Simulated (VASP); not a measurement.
Output of a VASP run:

### OSZICAR
```
       N       E                     dE             d eps       ncg     rms          rms(c)
DAV:   1     0.112537280402E+03    0.11254E+03   -0.85951E+03   759   0.155E+03
DAV:   2    -0.706266609155E+00   -0.11324E+03   -0.11001E+03   774   0.330E+02
DAV:   3    -0.857695386034E+01   -0.78707E+01   -0.78230E+01  1019   0.916E+01
DAV:   4    -0.878218062236E+01   -0.20523E+00   -0.20509E+00   916   0.163E+01
DAV:   5    -0.879199433250E+01   -0.98137E-02   -0.98134E-02  1115   0.301E+00    0.584E+00
DAV:   6    -0.839174962603E+01    0.40024E+00   -0.75493E-01  1095   0.161E+01    0.356E+00
DAV:   7    -0.836207594516E+01    0.29674E-01   -0.21628E-01  1038   0.413E+00    0.128E+00
DAV:   8    -0.836214139411E+01   -0.65449E-04   -0.18716E-02   976   0.204E+00    0.401E-01
DAV:   9    -0.836281841707E+01   -0.67702E-03   -0.23897E-03   971   0.790E-01    0.201E-01
DAV:  10    -0.836285956993E+01   -0.41153E-04   -0.22406E-04   969   0.128E-01    0.140E-01
DAV:  11    -0.836291150465E+01   -0.51935E-04   -0.44872E-05   864   0.540E-02    0.364E-02
DAV:  12    -0.836292303057E+01   -0.11526E-04   -0.38935E-05   915   0.116E-01    0.236E-02
DAV:  13    -0.836292314977E+01   -0.11920E-06   -0.19232E-06   959   0.147E-02    0.203E-02
DAV:  14    -0.836292333127E+01   -0.18149E-06   -0.83805E-07   844   0.103E-02    0.611E-03
DAV:  15    -0.836292347796E+01   -0.14670E-06   -0.10954E-07   682   0.268E-03    0.336E-03
DAV:  16    -0.836292345518E+01    0.22785E-07   -0.16719E-08   437   0.221E-03
   1 F= -.90005760E+01 E0= -.90005760E+01  d E =-.343055E-11
```

**OUTCAR**
```
------------------------ aborting loop because EDIFF is reached ----------------------------------------
 Edisp (eV)   -0.63765
  FORCE on cell =-STRESS in cart. coord.  units (eV):
  Direction    XX          YY          ZZ          XY          YZ          ZX
  --------------------------------------------------------------------------------------
  Total       0.66241     0.66241     0.66241     0.00000     0.00000     0.00000
  in kB      21.39872    21.39872    21.39872     0.00000     0.00000     0.00000
  external pressure =       21.40 kB  Pullay stress =        0.00 kB
  volume of cell :       49.60
      direct lattice vectors                 reciprocal lattice vectors
     0.000000000  2.916120954  2.916120954    -0.171460652  0.171460652  0.171460652
     2.916120954  0.000000000  2.916120954     0.171460652 -0.171460652  0.171460652
     2.916120954  2.916120954  0.000000000     0.171460652  0.171460652 -0.171460652
  FREE ENERGIE OF THE ION-ELECTRON SYSTEM (eV)
  ---------------------------------------------------
  free  energy   TOTEN  =        -9.0005760179 eV

  energy  without entropy=       -9.0005760179  energy(sigma->0) =       -9.00057602
```
(Selected blocks of OUTCAR.)

File POSCAR:
```
InP
1
    0.0000000000     2.9161209543     2.9161209543
    2.9161209543     0.0000000000     2.9161209543
    2.9161209543     2.9161209543     0.0000000000
In P
1 1
Direct
  0.0000000000   0.0000000000   0.0000000000
  0.2500000000   0.2500000000   0.2500000000
```

Question: Reconstruct the remaining input files.

Answer: Several could match; the one computed here: the input of the run itself, PBE GGA with D3 dispersion (Becke-Johnson damping), plane waves, VASP's PBE PAW potentials (set 64).

### INCAR
```
ALGO = Normal
EDIFF = 1E-7
ENCUT = 520
GGA = PE
ISIF = 2
ISMEAR = 0
IVDW = 12
LASPH = .TRUE.
LCHARG = .FALSE.
LMAXMIX = 4
LREAL = .FALSE.
LWAVE = .FALSE.
NELM = 100
PREC = Accurate
SIGMA = 0.05
SYSTEM = InP
```

KPOINTS:
```
Automatic mesh
0
gamma
  8 8 8
0 0 0
```

POTCAR, in this order: In_d P (PBE.64 set). Program: vasp_std.

The compound is InP in the zinc blende structure. This cell is one point of a volume scan, at 0.97 of the reference volume.
